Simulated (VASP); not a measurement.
```xyz
4
Lattice="3.8020 0.0000 0.0000 -1.9010 3.2927 0.0000 0.0000 0.0000 6.2269" Properties=species:S:1:pos:R:3 pbc="T T T"
Zn     0.0000     2.1951     6.2268
Zn     1.9010     1.0976     3.1134
S      0.0000     2.1951     2.3351
S      1.9010     1.0976     5.4486
```

Level of theory: r2SCAN meta-GGA, VASP's PBE PAW potentials (set 64) (plane waves; VASP). Settings: 400 eV cut-off, 8×8×4 Γ-centred mesh, tetrahedra with Blöchl corrections, potentials Zn S.

Problem. Give the energies of bands 8 to 21 at the high-symmetry points, in eV from the valence-band maximum.

Solution. 
```csv
band,Γ,M,K,A,L,H
8,-6.03,-6.14,-6.07,-6.50,-6.19,-6.12
9,-6.03,-5.96,-6.02,-5.99,-5.95,-6.03
10,-5.95,-5.91,-6.00,-5.99,-5.95,-6.03
11,-5.95,-5.85,-5.77,-5.99,-5.78,-5.65
12,-5.80,-5.83,-5.77,-5.99,-5.78,-5.65
13,-5.49,-4.93,-4.39,-2.89,-4.98,-4.85
14,-0.93,-4.20,-4.39,-2.89,-4.98,-4.85
15,-0.93,-3.37,-4.00,-0.48,-1.68,-3.16
16,-0.07,-2.33,-2.39,-0.48,-1.68,-3.16
17,0.00,-1.73,-2.39,-0.48,-1.68,-1.40
18,0.00,-0.92,-2.16,-0.48,-1.68,-1.40
19,2.82,4.03,4.55,4.12,3.97,5.01
20,3.61,4.80,6.51,4.12,3.97,5.01
21,6.79,5.46,6.51,7.25,5.65,6.72
```

The gap is direct, 2.82 eV, from the valence maximum at Γ to the conduction minimum at Γ.

The structure was generated: ZnS was put into the wurtzite type (P6_3mc), which need not be its known phase. It was relaxed first, which changed the volume by +8 %.
